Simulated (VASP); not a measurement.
CdS (zinc blende) relaxed at rising pressure, in one space group throughout; other phases were not tried. The pressures are those reached. Calculation: PBE GGA, VASP's PBE PAW potentials (set 64) (plane waves; VASP).

```tsv
P (GPa)	V (Å³/atom)	k-mesh
-0.12	26.218	8×8×8
4.99	24.197	8×8×8
9.96	22.827	8×8×8
19.96	20.918	8×8×8
29.94	19.595	9×9×9
```

A change of mesh leaves a small step in the series.

**Question.** Fit an equation of state and predict the volume at 45.11 GPa.

**Answer.** Least squares on the third-order Birch-Murnaghan form, P = (3B0/2)(y⁷ − y⁵)[1 + (3/4)(B′ − 4)(y² − 1)] with y = (V0/V)^(1/3), gives V0 = 26.158 Å³/atom, B0 = 54 GPa and B′ = 4.5, and so 18.156 Å³/atom. The run gave 18.153 Å³/atom, -0.0 % from the fit.

Pressures at which the relaxation failed are left out.

The compound is CdS in the zinc blende structure, a metastable form; wurtzite is the usual one.
